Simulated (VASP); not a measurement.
```
CELL_PARAMETERS angstrom
      0.00000     2.05530     2.05530
      2.05530     0.00000     2.05530
      2.05530     2.05530     0.00000
ATOMIC_POSITIONS crystal
  Li 0.00000 0.00000 0.00000
  F  0.50000 0.50000 0.50000
```

Method: PBE GGA, VASP's PBE PAW potentials (set 64) (plane waves; VASP 6.6.1). Numerical set-up: PREC = Normal, 520 eV cut-off, 10×10×10 Γ-centred mesh, Gaussian smearing of 0.050 eV, potentials Li_sv F.

### Question
Give the stress tensor in GPa (positive for a compressed cell).

### Answer

```
-2.39   0.00   0.00
 0.00  -2.39   0.00
 0.00   0.00  -2.39
```
The pressure is its mean diagonal, -2.39 GPa.

The compound is LiF in the rock salt structure. The cell was not relaxed at this level. The run is one of a series of settings (PREC = Normal against the base run), some of them coarse on purpose.
